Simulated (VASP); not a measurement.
# Ge23Mo (a cell with a defect) in VASP: further runs

Runs on Ge23Mo (a cell with a defect). Level: PBEsol+U. Tasks: relaxation of the atoms, single point.

All numbers are computed with VASP 6.6.1; they aren't measurements. Logs are shortened: lines on timing, memory, paths and dates and some standing lists are left out, and cuts for length are marked.

## (1) The structure

The cell holds a defect, 24 atoms: a = 12.001 Å, b = 8.001 Å, c = 8.001 Å, α = 60.00°, β = 60.00°, γ = 60.00°.

## (2) Relaxation of the atoms, PBEsol+U, collinear spin, ferromagnetic start (atoms moved at random, drawn with an rms of 0.05 Å)

The input, INCAR:

```
SYSTEM = Ge23Mo
PREC = Accurate
ENCUT = 350
EDIFF = 1E-5
ISMEAR = 0
SIGMA = 0.03
LREAL = Auto
LASPH = .True.
NELM = 120
ALGO = Normal
ISIF = 2
LWAVE = .False.
LCHARG = .False.
ISPIN = 2
MAGMOM = 2 0 0 0 0 0 0 0 0 0 0 0 0 0 0 0 0 0 0 0 0 0 0 0
LORBIT = 11
NUPDOWN = 2
LMAXMIX = 4
LDAU = .True.
LDAUTYPE = 2
LDAUL = 2 -1
LDAUU = 2 0
LDAUJ = 0 0
LDAUPRINT = 1
GGA = PS
IBRION = 2
NSW = 60
EDIFFG = -0.03
ISYM = 0
KPAR = 2
```

The input, KPOINTS:

```
regular mesh
0
Gamma
  2 2 2
  0 0 0
```

The input, POSCAR:

```
Ge23Mo
1.0
    0.0000000000      8.4863100000      8.4863100000
    5.6575400000      0.0000000000      5.6575400000
    5.6575400000      5.6575400000      0.0000000000
Mo Ge
1 23
Direct
   -0.0002800000     -0.0006880000      0.0011720000
   -0.0010420000     -0.0102160000      0.5046700000
   -0.0003800000      0.4998470000      0.0097350000
   -0.0040640000      0.5015290000      0.5033500000
    0.3347280000     -0.0011850000     -0.0011030000
    0.3345990000      0.0013740000      0.4987540000
    0.3311450000      0.5038480000     -0.0018310000
    0.3321640000      0.5016540000      0.5002710000
    0.6673420000      0.0005940000      0.0032670000
    0.6652830000      0.0019380000      0.4997290000
    0.6694380000      0.5010480000     -0.0002560000
    0.6620930000      0.4980640000      0.5081470000
    0.0833110000      0.1160530000      0.1298890000
    0.0828590000      0.1259510000      0.6257920000
    0.0844230000      0.6228000000      0.1229230000
    0.0885960000      0.6217780000      0.6227280000
    0.4206150000      0.1143440000      0.1313170000
    0.4190530000      0.1233270000      0.6224530000
    0.4144070000      0.6275450000      0.1206700000
    0.4151210000      0.6260590000      0.6235410000
    0.7485110000      0.1297660000      0.1243550000
    0.7512290000      0.1286580000      0.6251830000
    0.7487620000      0.6288200000      0.1225710000
    0.7425620000      0.6266270000      0.6273640000
```

Potentials or basis: VASP PAW PBE potentials, release 64 (Mo_sv, Ge_d).

Launch:

```sh
cat potpaw_PBE.64/Mo_sv/POTCAR potpaw_PBE.64/Ge_d/POTCAR > POTCAR
mpirun -np 4 vasp_std > vasp.out
```

OUTCAR:

```text
SYSTEM = Ge23Mo
   PREC = Accurate
   ENCUT = 350
   EDIFF = 1E-5
   ISMEAR = 0
   LREAL = Auto
   LASPH = .True.
   NELM = 120
   ISIF = 2
   ISPIN = 2
   LORBIT = 11
   NUPDOWN = 2
   GGA = PS
   IBRION = 2
   NSW = 60
   EDIFFG = -0.03
   ISYM = 0

 ion  position               nearest neighbor table
   1  1.000  0.999  0.001-  13 2.42  14 2.45  15 2.46  21 2.46
   2  0.999  0.990  0.505-  16 2.41  22 2.43  13 2.45  14 2.50
   3  1.000  0.500  0.010-  15 2.37  23 2.46  13 2.51  16 2.53
   4  0.996  0.502  0.503-  14 2.45  16 2.48  24 2.48  15 2.49
   5  0.335  0.999  0.999-  19 2.43  18 2.46  17 2.46  13 2.46
   6  0.335  0.001  0.499-  17 2.40  18 2.43  20 2.45  14 2.47
[... 16 lines left out ...]
  23  0.749  0.629  0.123-  11 2.41   9 2.43   3 2.46  12 2.52
  24  0.743  0.627  0.627-  12 2.41  11 2.44  10 2.45   4 2.48

IMPORTANT INFORMATION: All symmetrisations will be switched off!
NOSYMM: (Re-)initialisation of all symmetry stuff for point group C_1.

----------------------------------------------------------------------------------------

                                     Primitive cell

  volume of cell :     543.2555

  direct lattice vectors                    reciprocal lattice vectors
     0.000000000  8.486310000  8.486310000    -0.058918423  0.058918423  0.058918423
     5.657540000  0.000000000  5.657540000     0.088377634 -0.088377634  0.088377634
     5.657540000  5.657540000  0.000000000     0.088377634  0.088377634 -0.088377634

  length of vectors
    12.001454697  8.000969798  8.000969798     0.102049702  0.153074553  0.153074553

  position of ions in fractional coordinates (direct lattice)
     0.999720000  0.999312000  0.001172000
     0.998958000  0.989784000  0.504670000
     0.999620000  0.499847000  0.009735000
     0.995936000  0.501529000  0.503350000
     0.334728000  0.998815000  0.998897000
     0.334599000  0.001374000  0.498754000
[... 16 lines left out ...]
     0.748762000  0.628820000  0.122571000
     0.742562000  0.626627000  0.627364000

  ion indices of the primitive-cell ions
   primitive index   ion index
                 1           1
                 2           2
                 3           3
                 4           4
                 5           5
                 6           6
[... 16 lines left out ...]
                23          23
                24          24

----------------------------------------------------------------------------------------

 KPOINTS: regular mesh

Automatic generation of k-mesh.
 Grid dimensions read from file:
 generate k-points for:    2    2    2

 Generating k-lattice:

  Cartesian coordinates                     Fractional coordinates (reciprocal lattice)
    -0.029459211  0.029459211  0.029459211     0.500000000  0.000000000  0.000000000
     0.044188817 -0.044188817  0.044188817     0.000000000  0.500000000  0.000000000
     0.044188817  0.044188817 -0.044188817     0.000000000  0.000000000  0.500000000

  Length of vectors
     0.051024851  0.076537276  0.076537276

  Shift w.r.t. Gamma in fractional coordinates (k-lattice)
     0.000000000  0.000000000  0.000000000

 Subroutine IBZKPT returns following result:
 ===========================================

 Found      8 irreducible k-points:

 Following reciprocal coordinates:
            Coordinates               Weight
  0.000000  0.000000  0.000000      1.000000
  0.500000  0.000000  0.000000      1.000000
  0.000000  0.500000  0.000000      1.000000
  0.000000  0.000000  0.500000      1.000000
  0.500000  0.000000  0.500000      1.000000
  0.500000  0.500000  0.000000      1.000000
  0.000000  0.500000  0.500000      1.000000
  0.500000  0.500000  0.500000      1.000000
   k-points           NKPTS =      8   k-points in BZ     NKDIM =      8   number of bands    NBANDS=    202
   number of dos      NEDOS =    301   number of ions     NIONS =     24
[... 72 lines left out ...]

------------------------ aborting loop because EDIFF is reached ----------------------------------------

  FORCE on cell =-STRESS in cart. coord.  units (eV):
  Direction    XX          YY          ZZ          XY          YZ          ZX
  --------------------------------------------------------------------------------------
  -------------------------------------------------------------------------------------
  Total        4.3060284      4.5543046      4.8082427      1.4871659      0.3619019      2.4624035
  in kB       12.6994035     13.4316232     14.1805414      4.3859720      1.0673264      7.2621573
  external PRESSURE =      13.4371893 kB  Pullay stress =       0.0000000 kB
[... 155 lines left out ...]
  FREE ENERGIE OF THE ION-ELECTRON SYSTEM (eV)
  ---------------------------------------------------
  free  energy   TOTEN  =      -118.7218441435 eV

  energy  without entropy=     -118.7218440706  energy(sigma->0) =     -118.72184411

[... ionic steps 4 to 23 ...]

--------------------------------------- Ionic step       24  -------------------------------------------

 number of electron     336.0000028 magnetization       1.9999999

------------------------ aborting loop because EDIFF is reached ----------------------------------------
[... 105 lines left out ...]
  FREE ENERGIE OF THE ION-ELECTRON SYSTEM (eV)
  ---------------------------------------------------
  free  energy   TOTEN  =      -118.7617847226 eV

  energy  without entropy=     -118.7617847187  energy(sigma->0) =     -118.76178472

atom =   1  type =  1  l = 2

 onsite density matrix

spin component  1

  0.4711 -0.0099 -0.0308  0.0101  0.0051
 -0.0099  0.4625 -0.0086 -0.0089  0.0217
 -0.0308 -0.0086  0.7401  0.0114  0.0009
  0.0101 -0.0089  0.0114  0.4702  0.0290
  0.0051  0.0217  0.0009  0.0290  0.7382

spin component  2

  0.3477 -0.0007  0.0246  0.0037 -0.0015
 -0.0007  0.3376  0.0047 -0.0008 -0.0136
  0.0246  0.0047  0.0651 -0.0108 -0.0007
  0.0037 -0.0008 -0.0108  0.3465 -0.0214
 -0.0015 -0.0136 -0.0007 -0.0214  0.0666

 occupancies and eigenvectors

  o =  0.0619  v =  0.0000  0.0000  0.0000  0.0000  0.0000  0.0753 -0.0064 -0.8929 -0.0680 -0.4386      0.0000  0.0000  0.0000  0.0000  0.0000  0.0000  0.0000  0.0000  0.0000  0.0000
  o =  0.0649  v =  0.0000  0.0000  0.0000  0.0000  0.0000 -0.0425 -0.0524  0.4399 -0.0507 -0.8941      0.0000  0.0000  0.0000  0.0000  0.0000  0.0000  0.0000  0.0000  0.0000  0.0000
  o =  0.3384  v =  0.0000  0.0000  0.0000  0.0000  0.0000 -0.0236 -0.9982 -0.0201  0.0177  0.0487      0.0000  0.0000  0.0000  0.0000  0.0000  0.0000  0.0000  0.0000  0.0000  0.0000
  o =  0.3463  v =  0.0000  0.0000  0.0000  0.0000  0.0000  0.6200 -0.0274  0.0835 -0.7775  0.0573      0.0000  0.0000  0.0000  0.0000  0.0000  0.0000  0.0000  0.0000  0.0000  0.0000
  o =  0.3521  v =  0.0000  0.0000  0.0000  0.0000  0.0000  0.7795 -0.0107  0.0432  0.6228 -0.0506      0.0000  0.0000  0.0000  0.0000  0.0000  0.0000  0.0000  0.0000  0.0000  0.0000
  o =  0.4515  v = -0.3659 -0.8573 -0.0515 -0.3423  0.1062  0.0000  0.0000  0.0000  0.0000  0.0000      0.0000  0.0000  0.0000  0.0000  0.0000  0.0000  0.0000  0.0000  0.0000  0.0000
  o =  0.4564  v =  0.6850 -0.0040  0.1031 -0.7186  0.0616  0.0000  0.0000  0.0000  0.0000  0.0000      0.0000  0.0000  0.0000  0.0000  0.0000  0.0000  0.0000  0.0000  0.0000  0.0000
  o =  0.4871  v = -0.6200  0.5088 -0.0315 -0.5952  0.0376  0.0000  0.0000  0.0000  0.0000  0.0000      0.0000  0.0000  0.0000  0.0000  0.0000  0.0000  0.0000  0.0000  0.0000  0.0000
  o =  0.7425  v = -0.0659 -0.0777  0.4324 -0.0769 -0.8926  0.0000  0.0000  0.0000  0.0000  0.0000      0.0000  0.0000  0.0000  0.0000  0.0000  0.0000  0.0000  0.0000  0.0000  0.0000
  o =  0.7446  v =  0.0901 -0.0066 -0.8937 -0.0795 -0.4321  0.0000  0.0000  0.0000  0.0000  0.0000      0.0000  0.0000  0.0000  0.0000  0.0000  0.0000  0.0000  0.0000  0.0000  0.0000

--------------------------------------- Ionic step       26  -------------------------------------------

 number of electron     336.0000033 magnetization       1.9999999

 Free energy of the ion-electron system (eV)
  ---------------------------------------------------
  ext. energy  EPLUGINS =         0.00000000
  ---------------------------------------------------
  free energy    TOTEN  =      -118.76228737 eV

  energy without entropy =     -118.76228737  energy(sigma->0) =     -118.76228737

 E-fermi :   4.7753     XC(G=0): -10.1648

 val. band max:        4.6412169823   @ k =   0.0000   0.0000   0.0000
 cond. band min:       4.8195151030   @ k =   0.5000   0.5000   0.5000
 fundamental gap:      0.1782981206
 Fermi energy:         4.7077323985

 spin component 1

 k-point     1 :       0.0000    0.0000    0.0000
  band No.  band energies     occupation
      1     -56.3769      1.00000
      2     -30.6306      1.00000
      3     -30.6240      1.00000
      4     -30.5823      1.00000
      5     -19.8533      1.00000
      6     -19.8407      1.00000
[... 1453 lines left out ...]
    179       7.1947      0.00000
    180       7.3209      0.00000
 Fermi energy:         4.7753039157

 spin component 2

 k-point     1 :       0.0000    0.0000    0.0000
  band No.  band energies     occupation
      1     -55.3078      1.00000
      2     -29.4742      1.00000
      3     -29.4232      1.00000
      4     -29.4003      1.00000
      5     -19.8532      1.00000
      6     -19.8406      1.00000
[... 1453 lines left out ...]
    179       7.2478      0.00000
    180       7.4323      0.00000
 [bands above 180 left out]

------------------------ aborting loop because EDIFF is reached ----------------------------------------

  FORCE on cell =-STRESS in cart. coord.  units (eV):
  Direction    XX          YY          ZZ          XY          YZ          ZX
  --------------------------------------------------------------------------------------
  -------------------------------------------------------------------------------------
  Total        3.2655279      3.6266701      3.6162520      1.3994412     -1.4023659      1.3965063
  in kB        9.6307439     10.6958296     10.6651046      4.1272528     -4.1358784      4.1185974
  external PRESSURE =      10.3305594 kB  Pullay stress =       0.0000000 kB
[... 39 lines left out ...]
  FREE ENERGIE OF THE ION-ELECTRON SYSTEM (eV)
  ---------------------------------------------------
  free  energy   TOTEN  =      -118.7622873693 eV

  energy  without entropy=     -118.7622873663  energy(sigma->0) =     -118.76228737

 reached required accuracy - stopping structural energy minimisation

 total charge

# of ion       s       p       d       tot
------------------------------------------
    1        2.358   6.080   4.000  12.439
    2        1.125   1.258  10.023  12.406
    3        1.125   1.258  10.024  12.407
    4        1.124   1.253  10.022  12.399
    5        1.121   1.277  10.023  12.421
    6        1.117   1.273  10.022  12.412
[... 16 lines left out ...]
   23        1.116   1.277  10.023  12.415
   24        1.114   1.274  10.022  12.410
--------------------------------------------------
tot         28.137  35.461 234.537 298.135

 magnetization (x)

# of ion       s       p       d       tot
------------------------------------------
    1        0.029   0.005   1.705   1.739
    2        0.004   0.016  -0.001   0.020
    3        0.004   0.016  -0.001   0.020
    4        0.004   0.016  -0.000   0.020
    5        0.001   0.005  -0.001   0.005
    6        0.002   0.003  -0.000   0.005
[... 16 lines left out ...]
   23       -0.000   0.003  -0.000   0.002
   24       -0.000   0.003  -0.000   0.003
--------------------------------------------------
tot          0.014  -0.038   1.751   1.727
```

Wall time 2 h (4 MPI ranks of Intel Xeon Platinum 8259CL at 2.50GHz (Skylake/Cascade Lake), shared host); peak memory 0.63 GiB.

Results:

| Quantity | Value |
| --- | --- |
| Free energy | -118.7623 eV |
| Energy gained by relaxing | 12.6 meV/atom |
| Ionic steps | 26 |
| Largest force after relaxing | 0.022 eV/Å |
| Net moment | 2.00 μB per cell |
| Site moments | Mo +1.74; Ge +0.02, +0.01, +0.00, -0.00, -0.03 μB |
| Valence electrons inside the program's atomic spheres | Mo 12.44; Ge 12.41, 12.40, 12.42, 12.46, 12.48 |

Forces on the atoms (eV/Å):
```
Mo   0.003 -0.008 -0.014
Ge  -0.009  0.005 -0.003
Ge   0.000 -0.008  0.012
Ge   0.009 -0.011  0.014
Ge   0.007 -0.013 -0.009
Ge   0.006  0.005 -0.004
Ge   0.009 -0.002 -0.002
Ge  -0.011  0.014  0.011
Ge   0.007 -0.005 -0.002
Ge   0.001  0.011 -0.003
Ge  -0.004  0.003 -0.004
Ge   0.000  0.004 -0.002
Ge  -0.004 -0.014 -0.012
Ge  -0.001  0.004 -0.004
Ge   0.008  0.002 -0.003
Ge  -0.014  0.004  0.016
Ge  -0.001 -0.003 -0.016
Ge  -0.002  0.011 -0.007
Ge   0.006  0.008  0.012
Ge   0.004 -0.007  0.012
Ge  -0.012 -0.011 -0.005
Ge   0.001  0.015 -0.002
Ge   0.004 -0.007  0.009
Ge  -0.006  0.004  0.004
```

The path:
```
step  energy change (eV)  largest force (eV/Å)  pressure (GPa)
   1              0.0000                1.0620            1.34
   2             -0.2586                0.2903            1.11
   3             -0.2620                0.3110            1.09
   4             -0.2788                0.1110            1.07
   5             -0.2805                0.1494            1.07
   6             -0.2806                0.1744            1.07
   7             -0.2856                0.1043            1.07
   8             -0.2880                0.1041            1.05
   9             -0.2885                0.1193            1.05
  10             -0.2932                0.0804            1.05
  11             -0.2959                0.0864            1.05
  12             -0.2971                0.1473            1.05
  13             -0.2973                0.1234            1.05
  14             -0.2973                0.1334            1.05
  15             -0.3000                0.0712            1.04
  16             -0.3007                0.0451            1.04
  17             -0.3009                0.0773            1.04
  18             -0.3010                0.0608            1.05
  19             -0.3010                0.0667            1.04
  20             -0.3010                0.0670            1.04
  21             -0.3018                0.0349            1.04
  22             -0.3019                0.0363            1.04
  23             -0.3020                0.0359            1.03
  24             -0.3020                0.0408            1.04
  25             -0.3020                0.0371            1.04
  26             -0.3025                0.0215            1.03
```

Final structure:
```
Mo Ge
1.0
     0.00000    8.48631    8.48631
     5.65754    0.00000    5.65754
     5.65754    5.65754    0.00000
Mo Ge
1 23
Direct
  0.99135 0.00179 0.00427
  0.00112 0.99843 0.50101
  0.00137 0.49646 0.00187
  0.00062 0.49780 0.50055
  0.33327 0.00082 0.00139
  0.33642 0.99804 0.49809
  0.33616 0.49719 0.99898
  0.33096 0.50106 0.50135
  0.66913 0.99745 0.99842
  0.66391 0.99993 0.50547
  0.66363 0.50586 0.00018
  0.66722 0.49951 0.50028
  0.08385 0.12199 0.12644
  0.08679 0.12211 0.62402
  0.08648 0.62140 0.12451
  0.08114 0.62432 0.62790
  0.41955 0.12268 0.12354
  0.41414 0.12635 0.62759
  0.41394 0.62723 0.12651
  0.41752 0.62333 0.62451
  0.73908 0.13250 0.13221
  0.75118 0.12493 0.62447
  0.75143 0.62341 0.12578
  0.75021 0.62495 0.62535
```

Eigenvalues of the final occupation matrices:
| site | spin | trace | eigenvalues |
| --- | --- | --- | --- |
| site 1 d | 1 | 2.88 | 0.45 0.46 0.49 0.74 0.74 |
| site 1 d | 2 | 1.16 | 0.06 0.06 0.34 0.35 0.35 |

Caveat: the k mesh is coarse (spacing up to 0.48 Å⁻¹), so the values aren't converged; the cutoff is under 1.25 times the usual one of these potentials, so pressure, stress and relaxed cells hold a basis-set (Pulay) error; the PAW data sets were made with another functional, which shifts forces and pressure a little; the total moment is fixed, so each spin has its own Fermi level; the U is typed as a test and isn't derived for this compound. The state reached can hang on the start; a lower one may exist.

(Part 1 of 2 ends here.)
